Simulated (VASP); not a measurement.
The system is BiB5.

```xyz
6
Lattice="4.7392 0.0000 0.0000 -2.3696 4.1043 0.0000 0.0000 0.0000 3.8276" Properties=species:S:1:pos:R:3 pbc="T T T"
B     2.3696    1.3681    0.0000
B     2.3696    0.0000    1.9138
B     1.1848    2.0522    1.9138
B    -1.1848    2.0522    1.9138
B     0.0000    2.7362    0.0000
Bi    0.0000    0.0000    0.0000
```

The cell was built by a generator and needn't be a form met in nature.

The cell isn't the ideal one: species swapped into the SrPd5 type (P6/mmm, No. 191).

| Property | Result |
| --- | --- |
| Program | VASP 6.6.1 |
| Task | relaxation of cell and atoms |
| Functional | PBE |
| Potentials or basis | VASP PAW PBE potentials, release 64 (B, Bi_d) |
| Cutoff | 600 eV |
| k mesh | 6 × 6 × 4 |
| Occupations | gaussian, width 0.1 eV |
| Spin | no spin polarisation |

At the start: pressure -18.6 GPa; volume 12.41 Å³/atom.

**Question.** How do energy, volume and symmetry change on relaxing?

**Answer.** Over 10 steps the energy falls by 499.6 meV/atom and the volume is 9.82 Å³/atom (-20.9 %); space group P6/mmm (No. 191, to 0.05 Å).

Step by step:
| step | energy change (eV) | largest force (eV/Å) | pressure (GPa) | volume (Å³) |
| --- | --- | --- | --- | --- |
| 1 | 0.0000 | 0.0000 | -18.64 | 74.45 |
| 2 | -1.7568 | 0.0000 | -0.92 | 59.80 |
| 3 | -1.9387 | 0.0000 | 9.91 | 55.78 |
| 4 | -2.4974 | 0.0000 | 23.98 | 52.87 |
| 5 | -2.7167 | 0.0000 | 18.06 | 53.74 |
| 6 | -2.9661 | 0.0000 | -2.53 | 60.18 |
| 7 | -2.9858 | 0.0000 | 1.14 | 58.68 |
| 8 | -2.9857 | 0.0000 | 1.42 | 58.58 |
| 9 | -2.9967 | 0.0000 | -0.09 | 59.01 |
| 10 | -2.9976 | 0.0000 | 0.15 | 58.92 |

Final structure:
```yaml
crystal:
  lattice:
    - [4.77061, 0.00000, 0.00000]
    - [-2.38531, 4.13147, 0.00000]
    - [0.00000, 0.00000, 2.98945]
  atoms:
    - { symbol: B, position: [0.66667, 0.33333, 0.00000] }
    - { symbol: B, position: [0.50000, 0.00000, 0.50000] }
    - { symbol: B, position: [0.50000, 0.50000, 0.50000] }
    - { symbol: B, position: [0.00000, 0.50000, 0.50000] }
    - { symbol: B, position: [0.33333, 0.66667, 0.00000] }
    - { symbol: Bi, position: [0.00000, 0.00000, 0.00000] }
```

Caveat: the k mesh is coarse (spacing up to 0.41 Å⁻¹), so the values aren't converged; the volume moved by over 15 % at a fixed basis, so the end points are rough.
